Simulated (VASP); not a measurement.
An input for Quantum ESPRESSO's pw.x (written as the equivalent of a VASP run, and not itself run):

```
&CONTROL
  calculation = 'scf'
  pseudo_dir = './pseudo'
  outdir = './out'
  tprnfor = .true.
  tstress = .true.
/
&SYSTEM
  ibrav = 0
  nat = 2
  ntyp = 2
  ecutwfc = 82
  occupations = 'smearing'
  smearing = 'gaussian'
  degauss = 0.003675
  input_dft = 'rpbe'
/
&ELECTRONS
  conv_thr = 7.3e-09
  electron_maxstep = 100
/
ATOMIC_SPECIES
  Ag 107.868 Ag.upf
  Cl 35.450 Cl.upf
CELL_PARAMETERS angstrom
     0.0000000    2.8516221    2.8516221
     2.8516221    0.0000000    2.8516221
     2.8516221    2.8516221    0.0000000
ATOMIC_POSITIONS crystal
  Ag   0.0000000  0.0000000  0.0000000
  Cl   0.5000000  0.5000000  0.5000000
K_POINTS automatic
  8 8 8 0 0 0
```

**Question.** Translate this input to VASP (INCAR, KPOINTS, POSCAR, choice of POTCAR).

**Answer.** Several could match; the one computed here: 
### KPOINTS
```
Regular mesh
0
Gamma
  8 8 8
0 0 0
```

### INCAR
```
NELM = 100
SYSTEM = AgCl
EDIFF = 1E-7
ISIF = 2   ! forces and stress, cell fixed
LMAXMIX = 4   ! l cut-off of mixed one-centre charges
ALGO = Normal   ! blocked Davidson
GGA = RP   ! RPBE
LWAVE = .FALSE.
ISMEAR = 0
ENCUT = 520
LREAL = .FALSE.
PREC = Accurate
LASPH = .TRUE.   ! aspherical one-centre terms
LCHARG = .FALSE.
SIGMA = 0.05   ! width (eV)
```

POSCAR:
```
AgCl
1
    0.0000000000     2.8516220986     2.8516220986
    2.8516220986     0.0000000000     2.8516220986
    2.8516220986     2.8516220986     0.0000000000
Ag Cl
1 1
Direct
  0.0000000000   0.0000000000   0.0000000000
  0.5000000000   0.5000000000   0.5000000000
```

POTCAR, in this order: Ag Cl (PBE.64 set). Program: vasp_std.

What does not carry over: the potentials are each code's own (VASP's PAW set, PseudoDojo norm-conserving files in pw.x), so ENCUT and ecutwfc are chosen apart and not converted; conv_thr bounds pw.x's estimated SCF error, while EDIFF bounds the energy change between steps.

The compound is AgCl in the rock salt structure. This cell is one point of a volume scan, at 0.97 of the reference volume.
